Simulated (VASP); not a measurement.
Energy against volume of SrTe (rock salt). Method: revTPSS meta-GGA, VASP's PBE PAW potentials (set 64) (plane waves; VASP).

```
V (Å³/atom)  E (eV/atom)
-----------  -----------
35.274          10.29982
36.400          10.28788
37.526          10.28418
38.651          10.28753
39.777          10.29691
```

Task: Fit a third-order Birch-Murnaghan equation of state.

Result: 
| Item | Result |
|---|---|
| volume per atom | 37.52 Å^3/atom |
| bulk modulus | 33.4 GPa |
| pressure derivative of the bulk modulus | 4.19 |
| lattice constant a | 6.696 Å |

Measured: bulk modulus 39.5 GPa (computed value off by -15.5 %), a 6.659 Å (computed value off by +0.6 %), as given by S. C. Rakesh Roshan et al., ACS Applied Energy Materials (2021), arXiv:2110.13857. The calculation is for a static lattice, while the measured bulk modulus, a hold thermal and zero-point effects, which are part of the difference.

The compound is SrTe in the rock salt structure. It was relaxed first.
